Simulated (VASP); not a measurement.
Calculation: PBEsol GGA, VASP's PBE PAW potentials (set 64) (plane waves; VASP).

Input for VASP

KPOINTS:
```
Regular mesh
0
Gamma
8 8 8
0 0 0
```

**INCAR**
```
! general
SYSTEM  = Ni3Si
PREC    = Accurate
ENCUT   = 480
LREAL   = .FALSE.
LASPH   = .TRUE.

! electronic loop
EDIFF   = 1E-7
NELM    = 100
ALGO    = Normal
LMAXMIX = 4

! smearing
ISMEAR  = 1
SIGMA   = 0.1

! functional
GGA     = PS

! ions
ISIF    = 2

! output
LWAVE   = .FALSE.
LCHARG  = .FALSE.
```

POSCAR:
```
Ni3Si
1
    3.4591064486    -0.0000000000     0.0000000000
   -0.0000000000     3.4591064486    -0.0000000000
   -0.0000000000    -0.0000000000     3.4591064486
Si Ni
1 3
Direct
  0.0000000000   0.0000000000   0.0000000000
  0.0000000000   0.5000000000   0.4927727000
  0.5000000000   0.0000000000   0.5000000000
  0.5000000000   0.5000000000   0.0000000000
```

POTCAR, in this order: Si Ni (PBE.64 set). Program: vasp_std.

Output

**OUTCAR**
```
 ion  position               nearest neighbor table
   1  0.000  0.000  0.000-   2 2.43   2 2.43   4 2.45   3 2.45   3 2.45   4 2.45   3 2.45   4 2.45
                             3 2.45   4 2.45   2 2.46   2 2.46
   2  0.000  0.500  0.493-   1 2.43   4 2.43   1 2.43   4 2.43   3 2.45   3 2.45   3 2.45   3 2.45
                             4 2.46   1 2.46   4 2.46   1 2.46
   3  0.500  0.000  0.500-   1 2.45   4 2.45   1 2.45   4 2.45   4 2.45   4 2.45   1 2.45   1 2.45
                             2 2.45   2 2.45   2 2.45   2 2.45
   4  0.500  0.500  0.000-   2 2.43   2 2.43   3 2.45   3 2.45   1 2.45   3 2.45   3 2.45   1 2.45
                             1 2.45   1 2.45   2 2.46   2 2.46
  LATTYP: Found a simple cubic cell.
 ALAT       =     3.4591064486
 Subroutine PRICEL returns:
 Original cell was already a primitive cell.
 Subroutine GETGRP returns: Found  4 space group operations
The static configuration has the point symmetry C_2v.
The dynamic configuration has the point symmetry C_2v.
 Subroutine INISYM returns: Found  4 space group operations
 Subroutine IBZKPT returns following result:
 Found    125 irreducible k-points:

 Following reciprocal coordinates:
            Coordinates               Weight
  0.000000  0.000000  0.000000      1.000000
  0.125000  0.000000  0.000000      2.000000
  0.000000  0.125000  0.000000      2.000000
...
```

OSZICAR:
```
       N       E                     dE             d eps       ncg     rms          rms(c)
DAV:   1     0.193312459731E+03    0.19331E+03   -0.15068E+04  5290   0.206E+03
DAV:   2    -0.197632230353E+02   -0.21308E+03   -0.20538E+03  5255   0.367E+02
DAV:   3    -0.303287959469E+02   -0.10566E+02   -0.10193E+02  5803   0.109E+02
DAV:   4    -0.305752060040E+02   -0.24641E+00   -0.24507E+00  6126   0.147E+01
DAV:   5    -0.305838625602E+02   -0.86566E-02   -0.86539E-02  6310   0.265E+00    0.216E+01
DAV:   6    -0.299633723267E+02    0.62049E+00   -0.61881E+01  6009   0.129E+02    0.169E+01
DAV:   7    -0.263703791566E+02    0.35930E+01   -0.17491E+01  5801   0.704E+01    0.441E+00
DAV:   8    -0.263090505773E+02    0.61329E-01   -0.74514E-01  5504   0.715E+00    0.150E+00
DAV:   9    -0.262955175263E+02    0.13533E-01   -0.55500E-02  7496   0.627E+00    0.106E+00
DAV:  10    -0.262891911390E+02    0.63264E-02   -0.18462E-02  7278   0.475E+00    0.519E-01
DAV:  11    -0.262869358103E+02    0.22553E-02   -0.30956E-03  7020   0.713E-01    0.202E-01
DAV:  12    -0.262870553720E+02   -0.11956E-03   -0.16659E-03  7809   0.144E+00    0.224E-01
DAV:  13    -0.262867039414E+02    0.35143E-03   -0.79973E-04  7548   0.106E+00    0.400E-02
DAV:  14    -0.262867026605E+02    0.12810E-05   -0.96333E-05  6963   0.150E-01    0.174E-02
DAV:  15    -0.262866997751E+02    0.28854E-05   -0.11643E-05  7490   0.714E-02    0.641E-03
DAV:  16    -0.262866995908E+02    0.18430E-06   -0.16689E-06  7214   0.308E-02    0.233E-03
DAV:  17    -0.262866992714E+02    0.31937E-06   -0.13225E-07  3467   0.106E-02    0.877E-04
DAV:  18    -0.262866992963E+02   -0.24873E-07   -0.37072E-08  3100   0.502E-03
   1 F= -.26286699E+02 E0= -.26287200E+02  d E =0.150356E-02
```

### OUTCAR
```
------------------------ aborting loop because EDIFF is reached ----------------------------------------
  FORCE on cell =-STRESS in cart. coord.  units (eV):
  Direction    XX          YY          ZZ          XY          YZ          ZX
  --------------------------------------------------------------------------------------
  Total        0.1406660      0.1327065      0.1381696      0.0000000      0.0000000      0.0000000
  in kB        5.4451269      5.1370158      5.3484907      0.0000000      0.0000000      0.0000000
  external PRESSURE =       5.3102111 kB  Pullay stress =       0.0000000 kB
  volume of cell :       41.39
      direct lattice vectors                 reciprocal lattice vectors
     3.459106449  0.000000000  0.000000000     0.289092000  0.000000000  0.000000000
     0.000000000  3.459106449  0.000000000     0.000000000  0.289092000  0.000000000
     0.000000000  0.000000000  3.459106449     0.000000000  0.000000000  0.289092000
 POSITION                                       TOTAL-FORCE (eV/Angst)
 -----------------------------------------------------------------------------------
      0.00000      0.00000      0.00000         0.000000      0.000000     -0.083767
      0.00000      1.72955      1.70455         0.000000      0.000000      0.249469
      1.72955      0.00000      1.72955         0.000000      0.000000      0.012282
      1.72955      1.72955      0.00000         0.000000      0.000000     -0.177985
 -----------------------------------------------------------------------------------
    total drift:                                0.000000      0.000000     -0.000012
  FREE ENERGIE OF THE ION-ELECTRON SYSTEM (eV)
  ---------------------------------------------------
  free  energy   TOTEN  =       -26.2866992963 eV

  energy  without entropy=      -26.2882028574  energy(sigma->0) =      -26.28720048
```
(Selected blocks of OUTCAR.)

The compound is Ni3Si in the L1_2 structure. This cell was strained or had an atom moved on purpose. The run is not spin-polarised, so no magnetic state was tried.
